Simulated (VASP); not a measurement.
Here is the system:

```
CELL_PARAMETERS angstrom
      4.07481     0.00000     0.00000
     -2.03741     3.52889     0.00000
      0.00000     0.00000     4.64998
ATOMIC_POSITIONS crystal
  Co 0.33333 0.66667 0.93752
  Co 0.66667 0.33333 0.43752
  Al 0.33333 0.66667 0.43748
  Al 0.66667 0.33333 0.93748
```
Starting moments (μB, in the order of the record's atoms Co Co Al Al): 1.2 1.2 -0.1 -0.1.

Calculation: r2SCAN meta-GGA, VASP's PBE PAW potentials (set 64) (plane waves; VASP). Numerical set-up: 400 eV cut-off, 10×10×8 Γ-centred mesh, tetrahedra with Blöchl corrections, potentials Co Al.

Task: Give the spin-up energies of bands 3 to 16 at the high-symmetry points, in eV from the Fermi level.

Result: 
```
band      Γ      M      K      A      L      H
----  -----  -----  -----  -----  -----  -----
3     -2.82  -3.21  -3.25  -2.97  -4.10  -4.26
4     -2.82  -3.16  -2.90  -2.97  -4.10  -4.26
5     -2.44  -3.04  -2.90  -2.97  -2.83  -3.15
6     -2.44  -2.71  -2.80  -2.97  -2.83  -3.15
7     -2.33  -2.19  -2.27  -2.68  -2.46  -2.33
8     -2.33  -2.12  -2.27  -2.68  -2.46  -2.33
9     -2.19  -1.95  -2.03  -1.79  -1.71  -1.95
10    -2.11  -1.91  -1.87  -1.79  -1.71  -1.95
11    -2.04  -1.67  -1.66  -1.79  -1.62  -1.11
12    -2.04  -1.43  -1.47  -1.79  -1.62  -1.11
13     0.99   0.15  -1.47   4.47  -1.05  -0.95
14     2.77   0.72   1.83   4.47  -1.05  -0.95
15     2.77   2.59   1.84   4.47   2.50   0.27
16     5.78   2.72   3.50   4.47   2.50   0.27
```

Task: Give the spin-down energies of bands 3 to 16 at the high-symmetry points, in eV from the Fermi level.

Result: 
| band | Γ | M | K | A | L | H |
|---|---|---|---|---|---|---|
| 3 | -2.48 | -2.83 | -2.94 | -2.22 | -3.90 | -3.98 |
| 4 | -1.77 | -1.74 | -1.85 | -2.22 | -3.90 | -3.98 |
| 5 | -1.77 | -1.69 | -1.85 | -1.87 | -1.96 | -2.21 |
| 6 | -1.54 | -1.52 | -1.54 | -1.87 | -1.96 | -2.21 |
| 7 | -1.46 | -1.48 | -1.46 | -1.87 | -1.47 | -1.80 |
| 8 | -1.46 | -1.17 | -1.46 | -1.87 | -1.47 | -1.80 |
| 9 | -0.83 | -1.12 | -1.17 | 0.06 | -0.69 | -0.90 |
| 10 | -0.83 | -0.57 | -0.54 | 0.06 | -0.69 | -0.90 |
| 11 | 0.32 | -0.34 | -0.42 | 0.06 | -0.32 | 0.07 |
| 12 | 0.32 | 0.31 | -0.42 | 0.06 | -0.32 | 0.07 |
| 13 | 1.37 | 0.52 | 0.58 | 4.64 | 0.88 | 0.84 |
| 14 | 2.99 | 1.73 | 2.57 | 4.64 | 0.88 | 0.84 |
| 15 | 2.99 | 2.75 | 2.57 | 4.64 | 2.99 | 1.45 |
| 16 | 6.01 | 2.81 | 3.62 | 4.64 | 2.99 | 1.45 |

It has no gap at this level: it comes out as a metal or semimetal.

The structure was generated: CoAl was put into the wurtzite type (P6_3mc), which need not be its known phase. It was relaxed first, which changed the volume by -28 %. The relaxed cell has space group P6_3/mmc.
